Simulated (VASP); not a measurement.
A run of VASP 6.6.1 is set up as follows.

Contents of INCAR:

```
SYSTEM = Li16Si
  PREC = Accurate
  ENCUT = 520
  EDIFF = 1E-7
  ISMEAR = 0
  SIGMA = 0.05
  LREAL = Auto
  LASPH = .TRUE.
  NELM = 100
  ALGO = Fast
  ISIF = 2
  LWAVE = .FALSE.
  LCHARG = .FALSE.
  GGA = PE
  NBANDS = 40
```

File KPOINTS:

```
Automatic mesh
0
G
  3 3 1
  0 0 0
```

File POSCAR:

```
Li16Si
1.0
    6.9800000000      0.0000000000      0.0000000000
    3.4900000000      4.9356050000      0.0000000000
    0.0000000000      0.0000000000     19.4034080000
Li Si
16 1
Direct
   -0.2499999493      0.4999998987      0.0515372866
    0.2500000507      0.4999998987      0.0515372866
   -0.2500000000      1.0000000000      0.0515372866
    0.2500000000      1.0000000000      0.0515372866
    0.0425821005     -0.0400627684      0.1737785960
    0.5233156265     -0.0899283877      0.1688069951
    0.0471151487      0.4551241438      0.1779165804
    0.5213562857      0.4144748212      0.1660144960
   -0.2975983211      0.5193671293      0.2810780457
    0.3223998748      0.4741372132      0.3093663752
   -0.2297246522      0.9502650638      0.2816612937
    0.1883924375      1.0368732911      0.3234223081
    0.0228171412      0.0580204453      0.4792814747
    0.4812889999      0.1263603955      0.4316062415
   -0.0780073295      0.5662811347      0.4008443259
    0.4872262322      0.6183598566      0.4469677182
    0.7670642748      0.2126256052      0.3794940044
```

Potentials or basis: VASP PAW PBE potentials, release 64 (Li_sv, Si).

Command:

```console
$ cat potpaw_PBE.64/Li_sv/POTCAR potpaw_PBE.64/Si/POTCAR > POTCAR
$ mpirun -np 1 vasp_std > vasp.out
```

Q: What does it give for the band gap on the k mesh?

A: None (metal or under the smearing width).

Q: What does it give for the largest force?

A: 0.119 eV/Å.

Forces in eV/Å, atoms in the order of the input:
```
Li   0.020 -0.019  0.077
Li  -0.043  0.033 -0.106
Li   0.012 -0.029  0.066
Li  -0.038  0.027 -0.109
Li   0.002 -0.008  0.005
Li  -0.001  0.003  0.031
Li  -0.004  0.011  0.009
Li   0.014 -0.014 -0.016
Li   0.020  0.002  0.019
Li  -0.016 -0.025  0.004
Li  -0.007 -0.021 -0.034
Li  -0.009  0.025  0.001
Li   0.010  0.052  0.063
Li  -0.015 -0.047  0.012
Li   0.009  0.038  0.024
Li   0.009  0.004 -0.070
Si   0.036 -0.031  0.025
```

Caveat: the k mesh is coarse (spacing up to 0.42 Å⁻¹), so the values aren't converged.
